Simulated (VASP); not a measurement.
```yaml
crystal:
  lattice:
    - [0.00000, 3.00298, 3.00298]
    - [3.00298, 0.00000, 3.00298]
    - [3.00298, 3.00298, 0.00000]
  atoms:
    - { symbol: Li, position: [0.25000, 0.25000, 0.25000] }
    - { symbol: Li, position: [0.75000, 0.75000, 0.75000] }
    - { symbol: Se, position: [0.00000, 0.00000, 0.00000] }
```

The numbers are results of PW91 GGA, VASP's PBE PAW potentials (set 64) (plane waves; VASP 6.6.1), not measurements. Run with 520 eV cut-off, Gaussian smearing of 0.050 eV, potentials Li_sv Se.

Give the energies of bands 4 to 9 at the high-symmetry points, in eV from the valence-band maximum.

```csv
band,Γ,X,U,L,W
4,0.00,-2.27,-2.08,-2.89,-1.89
5,0.00,-1.43,-2.06,-0.52,-1.89
6,0.00,-1.43,-1.16,-0.52,-1.75
7,3.40,2.98,4.11,5.13,5.15
8,5.64,6.19,7.26,5.97,6.40
9,5.64,10.32,8.46,5.97,8.05
```

The gap is indirect, 2.98 eV, from the valence maximum at Γ to the conduction minimum at X.

The compound is Li2Se in the antifluorite structure. It was relaxed first.
